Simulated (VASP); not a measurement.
Computed with PBEsol GGA, VASP's PBE PAW potentials (set 64) (plane waves; VASP 6.6.1).

The input files of a VASP run:

**KPOINTS**
```
Automatic mesh
0
Gamma
9 9 9
0 0 0
```

File POSCAR:
```
GaP
1.0
  0.0000000000   2.6717113461   2.6717113461
  2.6717113461   0.0000000000   2.6717113461
  2.6717113461   2.6717113461   0.0000000000
Ga P
1 1
Cart
  0.0000000000   0.0000000000   0.0000000000
  1.3358556730   1.3358556730   1.3358556730
```

**INCAR**
```
! general
SYSTEM  = GaP
PREC    = Accurate
ENCUT   = 500   ! plane-wave cut-off (eV)
LREAL   = .FALSE.
LASPH   = .TRUE.

! electronic loop
EDIFF   = 1E-6
NELM    = 100   ! most electronic steps
ALGO    = Normal   ! blocked Davidson
LMAXMIX = 4

! smearing
ISMEAR  = 0   ! Gaussian
SIGMA   = 0.05

! functional
GGA     = PS

! ions
IBRION  = 2
NSW     = 40   ! most ionic steps
ISIF    = 3   ! ions, shape and volume
EDIFFG  = -0.02
PSTRESS = 50

! output
LWAVE   = .FALSE.
LCHARG  = .FALSE.
```

POTCAR, in this order: Ga_d P (PBE.64 set). Program: vasp_std.

The resulting files:

OSZICAR:
```
       N       E                     dE             d eps       ncg     rms          rms(c)
DAV:   1     0.768009198011E+02    0.76801E+02   -0.91735E+03   934   0.199E+03
DAV:   2    -0.436254556553E+01   -0.81163E+02   -0.78177E+02   985   0.316E+02
DAV:   3    -0.101029281795E+02   -0.57404E+01   -0.57046E+01  1145   0.734E+01
DAV:   4    -0.101997640260E+02   -0.96836E-01   -0.96786E-01  1106   0.101E+01
DAV:   5    -0.102022444106E+02   -0.24804E-02   -0.24802E-02  1128   0.139E+00    0.444E+00
DAV:   6    -0.994066230624E+01    0.26158E+00   -0.44624E-01  1437   0.151E+01    0.283E+00
DAV:   7    -0.989502025913E+01    0.45642E-01   -0.11398E-01  1267   0.302E+00    0.105E+00
DAV:   8    -0.989195303434E+01    0.30672E-02   -0.14096E-02  1075   0.178E+00    0.190E-01
DAV:   9    -0.989207417659E+01   -0.12114E-03   -0.12162E-03  1279   0.631E-01    0.672E-02
DAV:  10    -0.989208566824E+01   -0.11492E-04   -0.75148E-05  1088   0.853E-02    0.252E-02
DAV:  11    -0.989210945821E+01   -0.23790E-04   -0.25295E-05  1030   0.621E-02    0.433E-03
DAV:  12    -0.989210937451E+01    0.83702E-07   -0.14952E-06   828   0.202E-02
   1 F= -.87018050E+01 E0= -.87018050E+01  d E =-.870181E+01
```

**OUTCAR**
```
------------------------ aborting loop because EDIFF is reached ----------------------------------------
  FORCE on cell =-STRESS in cart. coord.  units (eV):
  Direction    XX          YY          ZZ          XY          YZ          ZX
  --------------------------------------------------------------------------------------
  Total        1.1786230      1.1786230      1.1786230      0.0000000      0.0000000      0.0000000
  in kB       49.5093140     49.5093140     49.5093140      0.0000000      0.0000000      0.0000000
  external PRESSURE =      -0.4906860 kB  Pullay stress =      50.0000000 kB
  volume of cell :       38.14
      direct lattice vectors                 reciprocal lattice vectors
     0.000000000  2.671711346  2.671711346    -0.187145966  0.187145966  0.187145966
     2.671711346  0.000000000  2.671711346     0.187145966 -0.187145966  0.187145966
     2.671711346  2.671711346  0.000000000     0.187145966  0.187145966 -0.187145966
  FREE ENERGIE OF THE ION-ELECTRON SYSTEM (eV)
  ---------------------------------------------------
  free  energy   TOTEN  =        -9.8921093745 eV

  energy  without entropy=       -9.8921093745  energy(sigma->0) =       -9.89210937
  enthalpy is  TOTEN    =        -8.7018050210 eV   P V=        1.1903043535

 reached required accuracy - stopping structural energy minimisation
```
(Selected blocks of OUTCAR.)

The structure was generated: GaP was put into the zinc blende type (F-43m), which need not be its known phase. It was relaxed first under an external pressure of 5 GPa.
